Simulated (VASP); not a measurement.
# Zn4Te3O: relaxation of cell and atoms with PBE

Crystal: Zn4Te3O.

```
CELL_PARAMETERS angstrom
5.87277 0.00000 0.00000
0.00000 5.87277 0.00000
0.00000 0.00000 5.87277
ATOMIC_POSITIONS crystal
Zn 0.00000 0.50000 0.50000
Zn 0.50000 0.00000 0.50000
Zn 0.50000 0.50000 0.00000
Zn 0.00000 0.00000 0.00000
Te 0.50000 0.00000 0.00000
Te 0.00000 0.50000 0.00000
Te 0.00000 0.00000 0.50000
O 0.50000 0.50000 0.50000
```

The cell was built by a generator and needn't be a form met in nature.

* Program: VASP 6.6.1
* Task: relaxation of cell and atoms
* Functional: PBE
* Potentials or basis: VASP PAW PBE potentials, release 64 (Zn, Te, O)
* Cutoff: 520 eV
* k mesh: 3 × 3 × 3
* Occupations: gaussian, width 0.15 eV
* Spin: no spin polarisation
* Further INCAR settings: PREC = Normal; ALGO = Fast; EDIFF = 0.0001; IBRION = 2; EDIFFG = -0.08; NSW = 24; ISIF = 3

```json
{
 "Relaxed volume": "21.34 Å³/atom",
 "Relaxed cell": "a = 5.548 Å, b = 5.548 Å, c = 5.548 Å, α = 90.00°, β = 90.00°, γ = 90.00°",
 "Space group after relaxing (to 0.05 Å)": "Pm-3m (No. 221)",
 "Energy gained by relaxing": "95.3 meV/atom",
 "Ionic steps": "3",
 "Pressure after relaxing": "0.3 GPa",
 "Band gap on the k mesh": "none (metal or under the smearing width)"
}
```

The path:
```
step  energy change (eV)  largest force (eV/Å)  pressure (GPa)  volume (Å³)
   1              0.0000                0.0000           -6.45       202.55
   2             -0.7531                0.0000           -1.12       174.11
   3             -0.7622                0.0000            0.29       170.75
```

Final structure:
```
Zn Te O
1.0
     5.54777    0.00000    0.00000
     0.00000    5.54777    0.00000
     0.00000    0.00000    5.54777
Zn Te O
4 3 1
Cartesian
  0.0000 2.7739 2.7739
  2.7739 0.0000 2.7739
  2.7739 2.7739 0.0000
  0.0000 0.0000 0.0000
  2.7739 0.0000 0.0000
  0.0000 2.7739 0.0000
  0.0000 0.0000 2.7739
  2.7739 2.7739 2.7739
```

Levels at points of the mesh, in eV from the Fermi level:
| k point | band 34 | band 35 | band 36 | band 37 | band 38 | band 39 |
| --- | --- | --- | --- | --- | --- | --- |
| (0.00, 0.00, 0.00) | -1.70 | -0.87 | -0.87 | -0.40 | -0.40 | -0.40 |

Run time: 42 s on 1 thread of Intel(R) Xeon(R) Platinum 8488C (Sapphire Rapids), with other jobs on the host, peak memory 0.22 GiB.

Caveat: the volume moved by over 15 % at a fixed basis, so the end points are rough; the relaxation stopped at a loose force limit of 0.08 eV/Å, so its end isn't a converged minimum. Spin-orbit coupling is left out, which matters for the levels of Te.
